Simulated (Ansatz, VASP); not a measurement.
## Ta2Mo in VASP and in Ansatz

```
Ta Mo
1.0
     0.00000    3.63953    3.63953
     3.63953    0.00000    3.63953
     3.63953    3.63953    0.00000
Ta Mo
4 2
Direct
  0.62500 0.62500 0.12500
  0.62500 0.12500 0.62500
  0.62500 0.62500 0.62500
  0.12500 0.62500 0.62500
  0.25000 0.25000 0.25000
  0.00000 0.00000 0.00000
```

Change from the starting cell: species swapped into the Be2Ag type (Fd-3m, No. 227).

Alike in both runs: task relaxation of cell and atoms; functional PBE; k mesh 4 × 4 × 4; occupations gaussian, width 0.1 eV; no spin polarisation.

```csv
,VASP,Ansatz
version,VASP 6.6.1,Ansatz 0.2.0
potentials or method,"VASP PAW PBE potentials, release 64 (Ta_pv, Mo_sv)","scalar-relativistic, plane waves, PAW"
plane-wave cutoff (eV),600,420
valence electrons in the cell,72,80
```

Ansatz gave:

| Quantity | Value |
| --- | --- |
| gap on the k mesh at the Fermi level, each at its own relaxed structure (eV) | none |
| relaxed volume (Å³/atom) | 18.37 |
| relaxed cell length with the largest relative difference (Å) | 5.382 |
| energy change over the relaxation (meV/atom) | -213 |

Task: Which values does VASP return?

Result: gap on the k mesh at the Fermi level, each at its own relaxed structure (eV): none; relaxed volume (Å³/atom): 18.35; relaxed cell length with the largest relative difference (Å): 5.380; energy change over the relaxation (meV/atom): -219.

A gap of «none» marks a metal or a gap that the smearing closes. The two sets of potentials don't hold the same shells in valence.

Caveats: the k mesh is coarse (spacing up to 0.37 Å⁻¹), so the values aren't converged. The runs have no spin-orbit coupling, so splittings on Ta are missing.
